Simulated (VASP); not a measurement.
Method: PBE GGA, VASP's PBE PAW potentials (set 64) (plane waves; VASP 6.6.1).

A VASP calculation is set up with these files.

File POSCAR:
```
BN
1.0
  1.2750000000  -2.2083650000   0.0000000000
  1.2750000000   2.2083650000   0.0000000000
  0.0000000000   0.0000000000   4.2200000000
B N
2 2
Cart
  1.3949999999  -0.6861231388   2.1100000000
  1.2750000000   0.7361231389   0.0000000000
  1.2750000000  -0.7361231389   3.6925000000
  1.2750000000   0.7361231389   1.5825000000
```

KPOINTS:
```
Regular mesh
0
gamma
  8 8 4
0 0 0
```

**INCAR**
```
SYSTEM = BN
PREC = Accurate
ENCUT = 520
EDIFF = 1E-7
NELM = 100
ALGO = Normal
LREAL = .FALSE.
LASPH = .TRUE.
ISMEAR = 0
SIGMA = 0.05
GGA = PE
LWAVE = .FALSE.
LCHARG = .FALSE.
ISIF = 3
IBRION = 2
NSW = 40
EDIFFG = -0.001
```

POTCAR, in this order: B N (PBE.64 set). Program: vasp_std.

The resulting files:

File OSZICAR:
```
...
DAV:   8    -0.348159076304E+02    0.24487E-08   -0.61452E-08  2316   0.299E-03
   4 F= -.34815908E+02 E0= -.34815908E+02  d E =-.677337E-02
       N       E                     dE             d eps       ncg     rms          rms(c)
DAV:   1    -0.348248268194E+02   -0.89192E-02   -0.65833E-01  3404   0.789E+00    0.243E-01
DAV:   2    -0.348249488352E+02   -0.12202E-03   -0.11388E-02  4108   0.108E+00    0.135E-01
DAV:   3    -0.348246864179E+02    0.26242E-03   -0.56621E-04  3928   0.248E-01    0.483E-02
DAV:   4    -0.348246633519E+02    0.23066E-04   -0.88933E-05  4064   0.993E-02    0.179E-02
DAV:   5    -0.348246622952E+02    0.10567E-05   -0.10360E-05  4108   0.351E-02    0.693E-03
DAV:   6    -0.348246621206E+02    0.17466E-06   -0.12600E-06  3996   0.125E-02    0.238E-03
DAV:   7    -0.348246620673E+02    0.53211E-07   -0.13827E-07  2668   0.371E-03
   5 F= -.34824662E+02 E0= -.34824662E+02  d E =-.155278E-01
       N       E                     dE             d eps       ncg     rms          rms(c)
DAV:   1    -0.348293655492E+02   -0.47034E-02   -0.13278E+00  3332   0.111E+01    0.250E-01
DAV:   2    -0.348300450779E+02   -0.67953E-03   -0.17076E-02  4132   0.128E+00    0.141E-01
DAV:   3    -0.348296251955E+02    0.41988E-03   -0.70623E-04  3884   0.295E-01    0.442E-02
DAV:   4    -0.348296140499E+02    0.11146E-04   -0.17435E-04  4096   0.124E-01    0.174E-02
DAV:   5    -0.348296147485E+02   -0.69868E-06   -0.81635E-06  3928   0.299E-02    0.677E-03
DAV:   6    -0.348296146818E+02    0.66718E-07   -0.38012E-07  3960   0.714E-03
   6 F= -.34829615E+02 E0= -.34829615E+02  d E =-.495261E-02
       N       E                     dE             d eps       ncg     rms          rms(c)
DAV:   1    -0.348297095444E+02   -0.94796E-04   -0.19923E-02  3400   0.136E+00    0.303E-02
DAV:   2    -0.348297191072E+02   -0.95628E-05   -0.24877E-04  4124   0.153E-01    0.173E-02
DAV:   3    -0.348297126919E+02    0.64152E-05   -0.11162E-05  3920   0.367E-02    0.519E-03
DAV:   4    -0.348297125289E+02    0.16296E-06   -0.24531E-06  4132   0.147E-02    0.215E-03
DAV:   5    -0.348297124991E+02    0.29797E-07   -0.95021E-08  2544   0.338E-03
   7 F= -.34829712E+02 E0= -.34829712E+02  d E =-.505043E-02
       N       E                     dE             d eps       ncg     rms          rms(c)
DAV:   1    -0.348317386490E+02   -0.20261E-02   -0.62573E-01  3176   0.769E+00    0.143E-01
DAV:   2    -0.348321402100E+02   -0.40156E-03   -0.67924E-03  4204   0.822E-01    0.868E-02
DAV:   3    -0.348320214638E+02    0.11875E-03   -0.23878E-04  3808   0.164E-01    0.273E-02
DAV:   4    -0.348320181481E+02    0.33157E-05   -0.43142E-05  4152   0.637E-02    0.113E-02
DAV:   5    -0.348320183240E+02   -0.17591E-06   -0.26104E-06  3880   0.163E-02    0.458E-03
DAV:   6    -0.348320181535E+02    0.17052E-06   -0.18925E-07  2832   0.543E-03    0.182E-03
DAV:   7    -0.348320181144E+02    0.39102E-07   -0.14081E-07  2292   0.391E-03
   8 F= -.34832018E+02 E0= -.34832018E+02  d E =-.230562E-02
       N       E                     dE             d eps       ncg     rms          rms(c)
DAV:   1    -0.348320303229E+02   -0.12169E-04   -0.48651E-03  3228   0.678E-01    0.127E-02
DAV:   2    -0.348320333452E+02   -0.30223E-05   -0.52877E-05  4216   0.724E-02    0.755E-03
DAV:   3    -0.348320324101E+02    0.93514E-06   -0.17057E-06  3840   0.140E-02    0.244E-03
DAV:   4    -0.348320323664E+02    0.43677E-07   -0.34707E-07  3988   0.569E-03
   9 F= -.34832032E+02 E0= -.34832032E+02  d E =-.231987E-02
       N       E                     dE             d eps       ncg     rms          rms(c)
DAV:   1    -0.348323426566E+02   -0.31025E-03   -0.59382E-02  3340   0.239E+00    0.834E-02
DAV:   2    -0.348323091410E+02    0.33516E-04   -0.92454E-04  4132   0.306E-01    0.492E-02
DAV:   3    -0.348322568062E+02    0.52335E-04   -0.73858E-05  3980   0.960E-02    0.105E-02
DAV:   4    -0.348322565222E+02    0.28408E-06   -0.12919E-05  4088   0.354E-02    0.341E-03
DAV:   5    -0.348322564452E+02    0.76946E-07   -0.77166E-07  3972   0.991E-03
  10 F= -.34832256E+02 E0= -.34832256E+02  d E =-.224079E-03
       N       E                     dE             d eps       ncg     rms          rms(c)
DAV:   1    -0.348323359860E+02   -0.79464E-04   -0.64275E-03  3340   0.787E-01    0.274E-02
DAV:   2    -0.348323322128E+02    0.37732E-05   -0.10015E-04  4136   0.101E-01    0.162E-02
DAV:   3    -0.348323264307E+02    0.57821E-05   -0.80444E-06  4000   0.317E-02    0.346E-03
DAV:   4    -0.348323263856E+02    0.45118E-07   -0.14152E-06  4080   0.117E-02    0.114E-03
DAV:   5    -0.348323263702E+02    0.15323E-07   -0.80997E-08  2448   0.341E-03
  11 F= -.34832326E+02 E0= -.34832326E+02  d E =-.294004E-03
       N       E                     dE             d eps       ncg     rms          rms(c)
DAV:   1    -0.348323380726E+02   -0.11687E-04   -0.49686E-03  3668   0.687E-01    0.201E-02
DAV:   2    -0.348323385542E+02   -0.48159E-06   -0.82426E-05  4012   0.911E-02    0.112E-02
DAV:   3    -0.348323362040E+02    0.23501E-05   -0.42620E-06  3992   0.226E-02    0.369E-03
DAV:   4    -0.348323360882E+02    0.11588E-06   -0.82785E-07  4016   0.916E-03    0.134E-03
DAV:   5    -0.348323361107E+02   -0.22575E-07   -0.42133E-08  2312   0.232E-03
  12 F= -.34832336E+02 E0= -.34832336E+02  d E =-.974049E-05
       N       E                     dE             d eps       ncg     rms          rms(c)
DAV:   1    -0.348323441323E+02   -0.80441E-05   -0.77710E-04  3660   0.272E-01    0.797E-03
DAV:   2    -0.348323441117E+02    0.20639E-07   -0.12856E-05  4012   0.360E-02    0.445E-03
DAV:   3    -0.348323436920E+02    0.41969E-06   -0.67569E-07  3996   0.900E-03    0.146E-03
DAV:   4    -0.348323436557E+02    0.36284E-07   -0.12285E-07  2584   0.364E-03
  13 F= -.34832344E+02 E0= -.34832344E+02  d E =-.172854E-04
       N       E                     dE             d eps       ncg     rms          rms(c)
DAV:   1    -0.348323450060E+02   -0.13141E-05   -0.30902E-04  3340   0.170E-01    0.355E-03
DAV:   2    -0.348323452153E+02   -0.20929E-06   -0.40346E-06  4116   0.199E-02    0.208E-03
DAV:   3    -0.348323451116E+02    0.10374E-06   -0.14980E-07  2848   0.467E-03    0.582E-04
DAV:   4    -0.348323451126E+02   -0.10082E-08   -0.61496E-08  1888   0.232E-03
  14 F= -.34832345E+02 E0= -.34832345E+02  d E =-.145689E-05
       N       E                     dE             d eps       ncg     rms          rms(c)
DAV:   1    -0.348323451339E+02   -0.22325E-07   -0.38504E-06  3476   0.190E-02    0.440E-04
DAV:   2    -0.348323451372E+02   -0.32620E-08   -0.47483E-08  2256   0.219E-03
  15 F= -.34832345E+02 E0= -.34832345E+02  d E =-.148147E-05
       N       E                     dE             d eps       ncg     rms          rms(c)
DAV:   1    -0.348323456750E+02   -0.54115E-06   -0.91273E-05  3224   0.935E-02    0.174E-03
DAV:   2    -0.348323457232E+02   -0.48124E-07   -0.98160E-07  4184   0.997E-03
  16 F= -.34832346E+02 E0= -.34832346E+02  d E =-.586013E-06
       N       E                     dE             d eps       ncg     rms          rms(c)
DAV:   1    -0.348323457208E+02   -0.45772E-07   -0.20182E-06  3428   0.138E-02    0.607E-04
DAV:   2    -0.348323457171E+02    0.37367E-08   -0.13903E-08  2100   0.126E-03
  17 F= -.34832346E+02 E0= -.34832346E+02  d E =-.579925E-06
       N       E                     dE             d eps       ncg     rms          rms(c)
DAV:   1    -0.348323458406E+02   -0.11983E-06   -0.22021E-05  3288   0.463E-02    0.133E-03
DAV:   2    -0.348323458359E+02    0.47295E-08   -0.28198E-07  4160   0.531E-03
  18 F= -.34832346E+02 E0= -.34832346E+02  d E =-.118835E-06
```

**OUTCAR**
```
------------------------ aborting loop because EDIFF is reached ----------------------------------------
  FORCE on cell =-STRESS in cart. coord.  units (eV):
  Direction    XX          YY          ZZ          XY          YZ          ZX
  --------------------------------------------------------------------------------------
  Total       -0.0002946      0.0000049     -0.0002905     -0.0004646     -0.0001321      0.0002138
  in kB       -0.0197594      0.0003310     -0.0194822     -0.0311582     -0.0088623      0.0143401
  external PRESSURE =      -0.0129702 kB  Pullay stress =       0.0000000 kB
  volume of cell :       23.89
      direct lattice vectors                 reciprocal lattice vectors
     1.277562789 -2.212796330 -0.000003570     0.391371120 -0.225957904  0.000000492
     1.277552437  2.212788845  0.000002689     0.391372444  0.225959735 -0.000000074
    -0.000002255  0.000005292  4.225237748     0.000000082 -0.000000335  0.236673073
  FREE ENERGIE OF THE ION-ELECTRON SYSTEM (eV)
  ---------------------------------------------------
  free  energy   TOTEN  =       -34.8323458359 eV

  energy  without entropy=      -34.8323458359  energy(sigma->0) =      -34.83234584

 reached required accuracy - stopping structural energy minimisation
```
(Selected blocks of OUTCAR.)

CONTCAR:
```
BN
   1.00000000000000
     1.2775627887135921   -2.2127963301718689   -0.0000035700734298
     1.2775524371053770    2.2127888453884617    0.0000026888111083
    -0.0000022552798907    0.0000052920278374    4.2252377477904073
  B               N
     2     2
Direct
     0.6755995520013530    0.3479280666371639    0.5001921242020325
     0.3422732118053222    0.6812626938410846    0.0001892756918248
     0.6755955136240926    0.3479193869944585    0.8748105211772499
     0.3422699536692373    0.6812692684272924    0.3748080789288925
```

The compound is BN in the wurtzite structure, a metastable high-pressure form. In the starting cell atoms are displaced from their ideal sites. This run relaxes it.
